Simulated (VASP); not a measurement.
All values below come from PBE GGA, VASP's PBE PAW potentials (set 64) (plane waves; VASP).

A VASP calculation is set up with these files.

POSCAR:
```
CdF2
1
    0.0000000000     2.8287586156     2.8287586156
    2.8287586156     0.0000000000     2.8287586156
    2.8287586156     2.8287586156     0.0000000000
Cd F
1 2
Direct
  0.0000000000   0.0000000000   1.0000000000
  0.2500000000   0.2500000000   0.2500000000
  0.7500000000   0.7500000000   0.7500000000
```

**KPOINTS**
```
Automatic mesh
0
Gamma
6 6 6
0 0 0
```

### INCAR
```
ALGO = Normal
EDIFF = 1E-7
ENCUT = 600
GGA = PE
ISIF = 2
ISMEAR = 0
LASPH = T
LCHARG = F
LMAXMIX = 4
LREAL = F
LWAVE = F
NELM = 100
PREC = Accurate
SIGMA = 0.05
SYSTEM = CdF2
```

POTCAR, in this order: Cd F (PBE.64 set). Program: vasp_std.

The resulting files:

### OUTCAR
```
 ion  position               nearest neighbor table
   1  0.000  0.000  0.000-   3 2.45   3 2.45   3 2.45   2 2.45   3 2.45   2 2.45   2 2.45   2 2.45
  LATTYP: Found a face centered cubic cell.
 ALAT       =     5.6575172312
 Subroutine PRICEL returns:
 Original cell was already a primitive cell.
 Subroutine GETGRP returns: Found 48 space group operations
The static configuration has the point symmetry O_h .
The dynamic configuration has the point symmetry O_h .
 Subroutine INISYM returns: Found 48 space group operations
 Subroutine IBZKPT returns following result:
 Found     16 irreducible k-points:

 Following reciprocal coordinates:
            Coordinates               Weight
  0.000000  0.000000  0.000000      1.000000
  0.166667  0.000000  0.000000      8.000000
  0.333333  0.000000  0.000000      8.000000
  0.500000  0.000000  0.000000      4.000000
  0.166667  0.166667  0.000000      6.000000
  0.333333  0.166667  0.000000     24.000000
  0.500000  0.166667  0.000000     24.000000
 -0.333333  0.166667  0.000000     24.000000
 -0.166667  0.166667  0.000000     12.000000
  0.333333  0.333333  0.000000      6.000000
  0.500000  0.333333  0.000000     24.000000
 -0.333333  0.333333  0.000000     12.000000
  0.500000  0.500000  0.000000      3.000000
  0.500000  0.333333  0.166667     24.000000
 -0.333333  0.333333  0.166667     24.000000
 -0.333333  0.500000  0.166667     12.000000
   k-points           NKPTS =     16   k-points in BZ     NKDIM =     16   number of bands    NBANDS=     17
   number of dos      NEDOS =    301   number of ions     NIONS =      3
   total plane-waves  NPLWV =  32768
   dimension x,y,z NGX =    32 NGY =   32 NGZ =   32
   dimension x,y,z NGXF=    64 NGYF=   64 NGZF=   64
   ions per type =               1   2
   PREC   = accura    normal or accurate (medium, high low for compatibility)
   ISTART =      0    job   : 0-new  1-cont  2-samecut
   ICHARG =      2    charge: 1-file 2-atom 10-const
...
```

OSZICAR:
```
       N       E                     dE             d eps       ncg     rms          rms(c)
DAV:   1     0.218651540501E+03    0.21865E+03   -0.16784E+04   552   0.170E+03
DAV:   2    -0.203294661507E+01   -0.22068E+03   -0.21583E+03   628   0.400E+02
DAV:   3    -0.127215325369E+02   -0.10689E+02   -0.10667E+02   586   0.975E+01
DAV:   4    -0.127846298442E+02   -0.63097E-01   -0.63078E-01   593   0.743E+00
DAV:   5    -0.127848873323E+02   -0.25749E-03   -0.25749E-03   570   0.447E-01    0.905E+00
DAV:   6    -0.108140395249E+02    0.19708E+01   -0.59869E+00   705   0.493E+01    0.618E+00
DAV:   7    -0.108551518206E+02   -0.41112E-01   -0.10326E+00   547   0.105E+01    0.353E+00
DAV:   8    -0.108388650578E+02    0.16287E-01   -0.24072E-01   594   0.458E+00    0.880E-01
DAV:   9    -0.108257422704E+02    0.13123E-01   -0.54488E-02   613   0.240E+00    0.141E-01
DAV:  10    -0.108261930625E+02   -0.45079E-03   -0.41310E-03   546   0.862E-01    0.144E-01
DAV:  11    -0.108263513618E+02   -0.15830E-03   -0.55959E-04   586   0.253E-01    0.755E-02
DAV:  12    -0.108263514346E+02   -0.72805E-07   -0.27087E-04   571   0.147E-01    0.175E-02
DAV:  13    -0.108263536239E+02   -0.21893E-05   -0.14290E-05   592   0.332E-02    0.880E-03
DAV:  14    -0.108263533809E+02    0.24302E-06   -0.22542E-06   567   0.179E-02    0.215E-03
DAV:  15    -0.108263533994E+02   -0.18476E-07   -0.25396E-07   507   0.481E-03
   1 F= -.10826353E+02 E0= -.10826353E+02  d E =-.223614E-14
```

**OUTCAR**
```
------------------------ aborting loop because EDIFF is reached ----------------------------------------
  FORCE on cell =-STRESS in cart. coord.  units (eV):
  Direction    XX          YY          ZZ          XY          YZ          ZX
  --------------------------------------------------------------------------------------
  Total       -1.9654779     -1.9654779     -1.9654779      0.0000000      0.0000000     -0.0000000
  in kB      -69.5602422    -69.5602422    -69.5602422      0.0000000      0.0000000     -0.0000000
  external PRESSURE =     -69.5602422 kB  Pullay stress =       0.0000000 kB
  volume of cell :       45.27
      direct lattice vectors                 reciprocal lattice vectors
     0.000000000  2.828758616  2.828758616    -0.176755980  0.176755980  0.176755980
     2.828758616  0.000000000  2.828758616     0.176755980 -0.176755980  0.176755980
     2.828758616  2.828758616  0.000000000     0.176755980  0.176755980 -0.176755980
 POSITION                                       TOTAL-FORCE (eV/Angst)
 -----------------------------------------------------------------------------------
      0.00000      0.00000      0.00000        -0.000000     -0.000000      0.000000
      1.41438      1.41438      1.41438         0.000000      0.000000      0.000000
      4.24314      4.24314      4.24314         0.000000     -0.000000     -0.000000
 -----------------------------------------------------------------------------------
    total drift:                                0.000000     -0.000000      0.000000
  FREE ENERGIE OF THE ION-ELECTRON SYSTEM (eV)
  ---------------------------------------------------
  free  energy   TOTEN  =       -10.8263533994 eV

  energy  without entropy=      -10.8263533994  energy(sigma->0) =      -10.82635340
```
(Selected blocks of OUTCAR.)

The compound is CdF2 in the fluorite structure. This cell was strained or had an atom moved on purpose.
